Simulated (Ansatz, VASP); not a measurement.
# Cross-check of BAs between VASP and Ansatz, part 2 of 2

Wanted: the spread between two codes on one cell, functional and k mesh. The cell is taken from a series of runs on this material, whose earlier steps may have relaxed, scaled, displaced or heated it; both programs get it as it stands.

VASP 6.6.1 and Ansatz 0.2.0.

So far: Set-up; VASP: zone-centre phonons, LDA.

### 3. Ansatz: zone-centre phonons, LDA

Level of this step: Ansatz beside VASP: Kohn-Sham DFT, plane waves, LDA (Ansatz).

Ansatz runs on its default PAW (the set named soft_2) files.

The same cell, functional (in two slightly different forms) and mesh now go to Ansatz, which takes its cutoff from its data sets.

input.yaml reads:

```yaml
crystal:
  lattice:
    - [0.0, 2.3778114644, 2.3778114644]
    - [2.3778114644, 0.0, 2.3778114644]
    - [2.3778114644, 2.3778114644, 0.0]
  atoms:
    - { symbol: B, position: [0.0, 0.0, 0.0] }
    - { symbol: As, position: [0.75, 0.75, 0.75] }
kpoints:
  mp_grid: { grid: [12, 12, 12] }
hamiltonian:
  xc: lda
scf:
  occupations: { method: fixed }
output:
  eigenvalues: true
phonons:
  method: dfpt
  qmesh: [3, 3, 3]
  temperatures: { t_max: 1000, t_step: 50 }
  qpath:
    path:
      - [[0.0, 0.0, 0.0], [0.5, 0.0, 0.5], [0.5, 0.25, 0.75], [0.375, 0.375, 0.75], [0.0, 0.0, 0.0], [0.5, 0.5, 0.5], [0.625, 0.25, 0.625], [0.5, 0.25, 0.75], [0.5, 0.5, 0.5], [0.375, 0.375, 0.75]]
      - [[0.625, 0.25, 0.625], [0.5, 0.0, 0.5]]
    npoints: 10
```

Started as:

```
$ ansatz run input.yaml --threads 16 --pin off --max-ram 61440MiB --backend cuda --events-out ev --progress --plain --runs-dir out
```

Numbers of over 12 decimals in the logs are rounded to 6 here.

The log of the run:

```text
Warning: phonons: the dynamical matrix that this run interpolates holds no multipole term above the dipole-dipole one, and a site of this crystal is no centre of inversion, so its interpolated transverse optical and acoustic branches and sound speeds can stay off near Gamma, and the density of states and the thermodynamics with them. What a run solves at a wave vector of phonons.qpoints, Gamma apart, where the deck admits one, is free of this, and under fd what a larger phonons.supercell samples
Engine: ansatz 0.2.0, aarch64-unknown-linux-gnu
Pseudopotentials: kind: paw
Pseudopotential: B, paw, valence charge 3, recommended cutoff 420 eV (normal), B.paw.azcp
Pseudopotential: As, paw, valence charge 15, recommended cutoff 420 eV (normal), As.paw.azcp
Functional definition: SPW92
  exchange = slater_x
  correlation = pw_c
[...]
Crystal: 2 atoms, lattice volume = 26.888 Å³
Basis set: ecut = 420 eV, 531 PW (Γ), exchange–correlation on 48×48×48 points (8 copies of the dense FFT grid, shifted against one another)
Bands: 13, of which v1, the nominal top of the filled ones, is band 9 counted from 1 (8 counted from 0)
Symmetry: 24 space group operations
k-points: 72 of 1728 (time reversal used)
Non-local potential: B, projectors of the file, l = 0: 2, l = 1: 2, l = 2: 1
Non-local potential: As, projectors of the file, l = 0: 2, l = 1: 2, l = 2: 3, l = 3: 1
PAW form: soft (Blöchl's): semilocal exchange-correlation on the pseudo side does not see the compensation charge
PAW frozen core: B, regenerated for the run's functional, and the local potential with it (the file was generated under x = pbe(κ = 0.804, μ = 0.219515), c = pbe(β = 0.066725))
PAW frozen core: As, regenerated for the run's functional, and the local potential with it (the file was generated under x = pbe(κ = 0.804, μ = 0.219515), c = pbe(β = 0.066725))
PAW one-centre angular grid: B, 110 points (default); XC on 64 Gauss nodes
PAW one-centre angular grid: As, 590 points (default); XC on 64 Gauss nodes
Initial density: superposition of atomic densities (neutral atoms: chi_scale 0, normalization atom), corrected by the library's trained network
Initial wavefunctions: pseudopotential atomic-orbital guess
[...]
Functional: x = slater, c = lda
SCF iter   1: F=—  HF=-4923.531117 eV  |F-HF|=—  |Δ(HF+E_count)|=         —  Δρ=7.14e-3  dr2=1.37e-2  ethr=1.77e-3  ⟨swp⟩=4.4  Hψ=4780  notcnv=0  defer=101
preconditioner: auto → none  [insulator: Δε(μ)=1.118 eV  Ē_g=12.457 eV  n_scr=8 (ndim 8)  ℏωp=20.3 eV  f_vac=0.000  ε∞_Penn≈3.6]
SCF iter   2: F=—  HF=-4923.526693 eV  |F-HF|=—  |Δ(HF+E_count)|=   4.42e-3  Δρ=2.16e-3  dr2=6.79e-4  ethr=7.60e-5  ⟨swp⟩=2.0  Hψ=1705  notcnv=0  defer=135
[...]
SCF iter   8: F=-4923.526398 eV  HF=-4923.526398 eV  |F-HF|=1.82e-12  |Δ(HF+E_count)|=  1.64e-11  Δρ=4.35e-8  dr2=3.24e-13  ethr=1.00e-12  ⟨swp⟩=6.0  Hψ=4559  notcnv=0
SCF 1 converged in 8 iterations: F = -4923.526398 eV  dr2 = 3.24e-13
  greatest PAW one-centre occupation: 0.999 electrons in one spin orbital (limit 2), on the As atom at site 1 (counted from 0), in its partial waves of l = 2
[...]
k-points: 280 of 1728 (irreducible under 4 space group operations, time reversal used)
[...]
iter 1 solved again at ethr=3.34e-8 eV; its pass at ethr=3.10e-3 eV (dr2=6.02e-6 eV) is discarded
SCF iter   1: F=—  HF=-4923.526354 eV  |F-HF|=—  |Δ(HF+E_count)|=         —  Δρ=1.39e-7  dr2=5.50e-12  ethr=3.34e-8  ⟨swp⟩=2.0  Hψ=27354  notcnv=0  defer=529
eigensolver tolerance schedule: the retry pair's looser diagonalisation over-reported the residual by 1093447.40 of it (diagonalisation noise at an unbounded share of the residual, at the tolerance the schedule requests for it); recorded, not acted on — ethr = c·dr2/N_el stays at c = 1.0e-1
preconditioner: auto → none  [insulator: Δε(μ)=1.124 eV  Ē_g=12.447 eV  n_scr=8 (ndim 8)  ℏωp=20.3 eV  f_vac=0.000  ε∞_Penn≈3.6]
SCF iter   2: F=—  HF=-4923.526398 eV  |F-HF|=—  |Δ(HF+E_count)|=   4.39e-5  Δρ=1.34e-7  dr2=6.12e-12  ethr=1.00e-12  ⟨swp⟩=4.9  Hψ=15262  notcnv=0
SCF iter   3: F=-4923.526398 eV  HF=-4923.526398 eV  |F-HF|=1.82e-12  |Δ(HF+E_count)|=  2.73e-12  Δρ=5.50e-8  dr2=8.15e-13  ethr=1.00e-12  ⟨swp⟩=1.0  Hψ=8400  notcnv=0
SCF 2 converged in 3 iterations: F = -4923.526398 eV  dr2 = 8.15e-13
[...]
NSCF: frozen V_eff on 1 k-points
[...]
DFPT response loops at Γ: preconditioner auto → none (the input reference at scf.mixing.eps_inf says where Resta's filter doesn't serve); β = 0.50; Broyden in place of MSR1
[...]
NSCF: frozen V_eff on 72 k-points, pencils in batches of 32, up to order 52
[...]
NSCF: frozen V_eff on 72 k-points
[...]
DFPT response loops at q = (0, 0, 0) (fractional): preconditioner auto → none (the input reference at scf.mixing.eps_inf says where Resta's filter doesn't serve); β = 0.50; Anderson in place of MSR1; while a model of the screening serves, it and β = 1 on shorter waves in the place of filter and β
[...]
NSCF: frozen V_eff on 72 k-points
[...]
DFPT response loops at q = (0, 0, 0.333333) (fractional): preconditioner auto → Resta (q_TF=auto, 2.552 Å⁻¹)  ε∞=7.3 (no band partly filled); β = 1.00, the filter's whole step (`scf.mixing.beta` (0.50) is not read by the response loops at its default; to damp them type it under 1.00, their step now; it binds the ground state too); Anderson in place of MSR1; while a model of the screening serves, it and β = 1 on shorter waves in the place of filter and β
[...]
DFPT response loops at q = (0, 0.333333, 0.333333) (fractional): preconditioner auto → none (the input reference at scf.mixing.eps_inf says where Resta's filter doesn't serve); β = 0.50; Anderson in place of MSR1; while a model of the screening serves, it and β = 1 on shorter waves in the place of filter and β
[...]
DFPT response loops at q = (0, 0.333333, -0.333333) (fractional): preconditioner auto → Resta (q_TF=auto, 2.552 Å⁻¹)  ε∞=7.3 (no band partly filled); β = 1.00, the filter's whole step (`scf.mixing.beta` (0.50) is not read by the response loops at its default; to damp them type it under 1.00, their step now; it binds the ground state too); Anderson in place of MSR1; while a model of the screening serves, it and β = 1 on shorter waves in the place of filter and β
SCF converged after 8 iterations
Free energy (F): -4923.526398 eV
Harris-Foulkes:  -4923.526398 eV  (|F-HF|=1.82e-12)
Internal energy: -4923.526398 eV  (E = F + TS)
E sigma→0 (E₀):  -4923.526398 eV
Fermi energy:    11.055523 eV
--- Per-component energies (eV) ---
  E_band       = -213.001771
  E_kinetic    = 153.199835
  E_local      = -1691.215971  (includes V_loc(G=0)·N_el)
  E_nonlocal   = -651.953636
  E_hartree    = 936.983501
  E_xc         = -111.290588
  E_vxc        = -118.189538  (∫ρ·V_xc dr)
  E_paw        = -1827.838058  (= ΣΔE_a)
  E_vpaw       = 221.190541  (= ΣTr[D̂ρ^β])
  E_aug_tail   = 0.000009  (compensation charges beyond the density's cutoff)
  E_ewald      = -1733.532554
  E_core_change = 2.121064  (= ΣΔE_core)
  E_smearing   = -0.000000  (= −TS)
  E_closure    = 0.000000  (closes the sum)
  Σ components = -4923.526398   (vs F -4923.526398, Δ=0.00e0)
--- Band table (eV; the first three rows and the last of 72) ---
  k-point 0: bands = [... 5 lower, -4.4582, 11.0555, 11.0555, 11.0555, 14.3261, 14.3261, 14.3261, 15.8744]
  k-point 1: bands = [... 5 lower, -4.3431, 10.0160, 10.8339, 10.8339, 14.4815, 14.6171, 14.6171, 16.4834]
  k-point 2: bands = [... 5 lower, -4.0014, 8.0871, 10.3661, 10.3661, 14.3796, 15.2211, 15.2211, 17.7719]
  k-point 71: bands = [... 5 lower, -0.1074, 3.0712, 5.4771, 5.7772, 16.2599, 16.9843, 17.7937, 18.1899]
--- Phonons (Γ-DFPT): 2 representative perturbations + reference (Σ response iterations 8) ---
  ASR residual: 2.113e-5 → 0.000e0 eV/Å²; symmetrization residual: 3.573e-11 eV/Å²
  ASR residual per site (eV/Å²): 1.13e-5 2.11e-5
  Γ frequencies (cm⁻¹): 0.00 0.00 0.00 689.50 689.50 689.50
  Unit cell's response to a homogeneous field, on a k mesh of 12×12×12: 1 representative field direction (Σ response iterations 7)
  ε∞ (high-frequency dielectric tensor):
        9.691270     0.000000     0.000000
       -0.000000     9.691270     0.000000
        0.000000     0.000000     9.691270
  ε⁰ (static dielectric tensor): not given — the deck does not say what the cell's rigid motions are, and on a molecule in a box or a wire the rigid rotations would enter the sum over the modes at Γ. For a crystal or a slab, whose only rigid motions are the translations, set phonons.rigid_motions: translations.
  Born effective charges Z* (e; rows j = field, columns β = displacement):
    site 0:
        -0.49682   -0.00000    0.00000
         0.00000   -0.49682   -0.00000
        -0.00000   -0.00000   -0.49682
    site 1:
         0.49682    0.00000   -0.00000
        -0.00000    0.49682    0.00000
         0.00000    0.00000    0.49682
  Z* charge neutrality: 5.706e-6 e pre-enforcement
  k-mesh period / interband length: 40.4 Å / 2.71 Å = 14.87 at k = (0.0000, 0.0000, 0.0000), direct gap 3.271 eV — 14 or more, which is no proof of convergence
  optical modes at Γ without the LO–TO term, one row a degenerate level:
      ω (cm⁻¹)  modes    IR ((D/Å)²/amu)
        689.50      3             1.8084
  optical modes at Γ + LO–TO along q̂ = [1.0000, 0.0000, 0.0000]:
      ω (cm⁻¹)  modes    IR ((D/Å)²/amu)
        689.50      2             1.2056
        693.07      1             0.6028
  optical modes at Γ + LO–TO along q̂ = [0.0000, 1.0000, 0.0000]:
      ω (cm⁻¹)  modes    IR ((D/Å)²/amu)
        689.50      2             1.2056
        693.07      1             0.6028
  optical modes at Γ + LO–TO along q̂ = [0.0000, 0.0000, 1.0000]:
      ω (cm⁻¹)  modes    IR ((D/Å)²/amu)
        689.50      2             1.2056
        693.07      1             0.6028
--- Phonons (arbitrary-q DFPT): 4 irreducible q on the 3×3×3 mesh ---
  q = [0.0000, 0.0000, 0.0000] (star 1, of the zone-centre solve; hermiticity 2.84e-12, symmetrization 2.16e-12): -0.00 -0.00 -0.00 689.50 689.50 689.50
  q = [0.0000, 0.0000, 0.3333] (star 8, 2 solved perturbations in 1872 linear systems a pass and spin channel, the states on 364 of 1728 k-point pairs; hermiticity 7.32e-11, symmetrization 1.02e-12): 128.35 128.35 267.64 667.93 667.93 698.66
  q = [0.0000, 0.3333, 0.3333] (star 6, 4 solved perturbations in 1608 linear systems a pass and spin channel, the states on 294 of 1728 k-point pairs; hermiticity 9.62e-13, symmetrization 4.14e-13): 175.00 175.00 276.76 637.55 637.55 719.44
  q = [0.0000, 0.3333, -0.3333] (star 12, 4 solved perturbations in 2892 linear systems a pass and spin channel, the states on 510 of 1728 k-point pairs; hermiticity 3.00e-12, symmetrization 1.12e-12): 182.13 258.18 268.02 625.58 636.83 704.22
  sum rule: each row above includes the acoustic sum rule's correction from the zone centre's row sums; it moved no ω² by more than (0.53 cm⁻¹)²
  mesh force constants: q→R imaginary residual 0.00e0; ASR residual 2.113e-5 → 0.000e0 eV/Å²; symmetrization residual 1.066e-14 eV/Å²
  interpolated dispersion: 103 rows × 6 modes
  density of states and harmonic sums: on the 24×24×24 q-mesh, interpolated from the force constants of a 3×3×3 supercell (with the dipole–dipole term)
  largest difference from the sums on the solved wave vectors: F 1.86e-2 eV, S 2.81e-5 and C_V 9.55e-6 eV/K
  zero-point energy: 0.162176 eV/cell   skipped modes (ω ≤ 0): 3   left out of the sums: 3.62e-5 of the cell's modes: C_V's classical limit lies that fraction below 3 k_B per atom; for a crystal, a wire or a layer, F and S can be off by more, and a phonons.interpolated_qmesh denser along its periods is the remedy for the sampling
```

The column dr2 measures how far the density is from self-consistency, as an energy; F and HF (Harris–Foulkes) agree once it is small.

### 4. Differences

Known differences besides the potentials themselves: the two LDA forms differ slightly; fixed occupations in Ansatz, narrow Gaussian smearing in VASP; VASP's run holds the zone centre alone; the data sets hold 18 valence electrons in Ansatz (on its default PAW (the set named soft_2) files) and 8 in VASP; the cutoff is 420 eV in Ansatz and 500 eV in VASP; VASP's log shows a relativistic correction to its local exchange, Ansatz's none. Total energies have different zeros and are not compared.

The two programs side by side:

| quantity | Ansatz | VASP | difference |
| --- | --- | --- | --- |
| ε∞ xx | 9.69 | 9.71 | -0.17 % |
| ε∞ yy | 9.69 | 9.71 | -0.17 % |
| ε∞ zz | 9.69 | 9.71 | -0.17 % |
| Born charge of B1 (mean of the diagonal) (e) | -0.50 | -0.53 | +0.04 |
| Born charge of As2 (mean of the diagonal) (e) | 0.50 | 0.53 | -0.04 |
| optical mode 1 to 3 (cm⁻¹) | 689.5 | 694.3 | -0.69 % |

Modes are paired by rising frequency, not by their patterns, so a pair may set unlike modes beside each other; they are those without the splitting of longitudinal modes.

### 5. What came out

- r.m.s. difference of the optical zone-centre modes, each program's sorted by frequency (zone-centre phonons, LDA): 4.8 cm⁻¹
- difference in optical mode 1 to 3 (zone-centre phonons, LDA): -0.7 %

The r.m.s. difference of the optical zone-centre modes, each program's sorted by frequency is 4.8 cm⁻¹ (zone-centre phonons, LDA). The data sets hold unlike numbers of valence electrons (18 in Ansatz and 8 in VASP), so part of the differences comes from the potentials. Among the rows given in per cent, the largest difference of the zone-centre phonons, LDA pair is in optical mode 1 to 3, -0.7 %. Such differences can come from data sets, numerical settings and the points named under the comparisons, not from the functional's error against experiment.

[Lines on the potential files, build, host, timing and source positions are cut from VASP's logs without a mark.]

[Logs are printed without paths, hosts, clocks, repeated set-up lines and the standing remarks that a program may print on its own settings, such as how far it seeks lower states.]

[Hosts, paths, dates, database ids (printed as entryN), source tags and the programs' standing remarks are cut or masked in the printed files.]
